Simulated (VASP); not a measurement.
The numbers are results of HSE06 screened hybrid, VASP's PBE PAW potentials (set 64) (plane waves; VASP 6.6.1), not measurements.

VASP ran on this input.

KPOINTS:
```
K-points
0
Gamma
6 6 6
```

POSCAR:
```
HgTe
1
    0.0000000000     3.3602728698     3.3602728698
    3.3602728698     0.0000000000     3.3602728698
    3.3602728698     3.3602728698     0.0000000000
Hg Te
1 1
Direct
  0.0000000000   0.0000000000   0.0000000000
  0.2500000000   0.2500000000   0.2500000000
```

INCAR:
```
SYSTEM = HgTe
PREC = Accurate; ENCUT = 520; LREAL = .False.
LASPH = .True.; ISYM = 3
EDIFF = 1E-6; NELM = 60; ALGO = Normal
LMAXMIX = 6
ISMEAR = 0; SIGMA = 0.05
GGA = PE; LHFCALC = .True.; AEXX = 0.25
HFSCREEN = 0.2; PRECFOCK = Fast
ISIF = 2
LWAVE = .False.; LCHARG = .False.
```

POTCAR, in this order: Hg Te (PBE.64 set). Program: vasp_std. Read from the step before: WAVECAR.

What VASP printed:

### OUTCAR
```
 ion  position               nearest neighbor table
   1  0.000  0.000  0.000-   2 2.91   2 2.91   2 2.91   2 2.91
   2  0.250  0.250  0.250-   1 2.91   1 2.91   1 2.91   1 2.91
  LATTYP: Found a face centered cubic cell.
 ALAT       =     6.7205457396
 Subroutine PRICEL returns:
 Original cell was already a primitive cell.
 Subroutine GETGRP returns: Found 24 space group operations
The static configuration has the point symmetry T_d .
The dynamic configuration has the point symmetry T_d .
 Subroutine INISYM returns: Found 24 space group operations
 Subroutine IBZKPT returns following result:
 Found     16 irreducible k-points:

 Following reciprocal coordinates:
            Coordinates               Weight
  0.000000  0.000000  0.000000      1.000000
  0.166667  0.000000  0.000000      8.000000
  0.333333  0.000000  0.000000      8.000000
  0.500000  0.000000  0.000000      4.000000
  0.166667  0.166667  0.000000      6.000000
  0.333333  0.166667  0.000000     24.000000
  0.500000  0.166667  0.000000     24.000000
 -0.333333  0.166667  0.000000     24.000000
 -0.166667  0.166667  0.000000     12.000000
...
```

**OSZICAR**
```
       N       E                     dE             d eps       ncg     rms          rms(c)
DAV:   1    -0.470954237262E+01   -0.47095E+01   -0.11792E+00   416   0.101E+01    0.918E+00
DAV:   2    -0.471668602014E+01   -0.71436E-02   -0.56586E-02   476   0.266E+00    0.588E+00
DAV:   3    -0.471559637618E+01    0.10896E-02   -0.50892E-03   502   0.831E-01    0.368E+00
DAV:   4    -0.471524747546E+01    0.34890E-03   -0.49043E-04   466   0.225E-01    0.221E+00
DAV:   5    -0.471515537322E+01    0.92102E-04   -0.11762E-04   461   0.891E-02    0.133E+00
DAV:   6    -0.471513996312E+01    0.15410E-04   -0.29195E-05   471   0.458E-02    0.797E-01
DAV:   7    -0.471513634569E+01    0.36174E-05   -0.40774E-06   466   0.210E-02    0.478E-01
DAV:   8    -0.471513741576E+01   -0.10701E-05   -0.11289E-06   316   0.114E-02    0.287E-01
DAV:   9    -0.471513763206E+01   -0.21630E-06   -0.61653E-07   273   0.746E-03
   1 F= -.47151376E+01 E0= -.47149591E+01  d E =-.357089E-03
```

### OUTCAR
```
------------------------ aborting loop because EDIFF is reached ----------------------------------------
  FORCE on cell =-STRESS in cart. coord.  units (eV):
  Direction    XX          YY          ZZ          XY          YZ          ZX
  --------------------------------------------------------------------------------------
  Total       -1.1536298     -1.1536298     -1.1536298      0.0000000      0.0000000      0.0000000
  in kB      -24.3569779    -24.3569779    -24.3569779      0.0000000      0.0000000      0.0000000
  external PRESSURE =     -24.3569779 kB  Pullay stress =       0.0000000 kB
  volume of cell :       75.88
      direct lattice vectors                 reciprocal lattice vectors
     0.000000000  3.360272870  3.360272870    -0.148797440  0.148797440  0.148797440
     3.360272870  0.000000000  3.360272870     0.148797440 -0.148797440  0.148797440
     3.360272870  3.360272870  0.000000000     0.148797440  0.148797440 -0.148797440
 POSITION                                       TOTAL-FORCE (eV/Angst)
 -----------------------------------------------------------------------------------
      0.00000      0.00000      0.00000         0.000000      0.000000      0.000000
      1.68014      1.68014      1.68014        -0.000000     -0.000000     -0.000000
 -----------------------------------------------------------------------------------
    total drift:                               -0.000014     -0.000013     -0.000008
  FREE ENERGIE OF THE ION-ELECTRON SYSTEM (eV)
  ---------------------------------------------------
  free  energy   TOTEN  =        -4.7151376321 eV

  energy  without entropy=       -4.7147805434  energy(sigma->0) =       -4.71495909

  exchange ACFDT corr.  =         0.00000000  see jH, gK, PRB 81, 115126
```
(Selected blocks of OUTCAR.)

The compound is HgTe in the zinc blende structure. This cell is one point of a volume scan, at 1.03 of the reference volume. The cell's shape comes from a PBE relaxation.
